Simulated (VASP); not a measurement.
Energy against volume of AuAl₂ (fluorite). Calculation: optB88-vdW, VASP's PBE PAW potentials (set 64) (plane waves; VASP). Settings: 520 eV cut-off, 9×9×9 Γ-centred mesh, first-order Methfessel-Paxton smearing of 0.10 eV, potentials Al Au.

```csv
V (Å³/atom),E (eV/atom)
17.371,-2.15472
17.925,-2.17364
18.480,-2.17957
19.034,-2.17464
```

Fit these four points and predict the energy of the run at 19.589 Å³/atom.

A cubic in V^(−2/3), the third-order Birch-Murnaghan form, passes through the four points with V0 = 18.49 Å³/atom and B0 = 104 GPa, and gives -2.1606 eV/atom there. The run gave -2.1606 eV/atom, +0.0 meV/atom from the fit; all five points give B0 = 104 GPa.

The compound is AuAl2 in the fluorite structure. It was relaxed first.
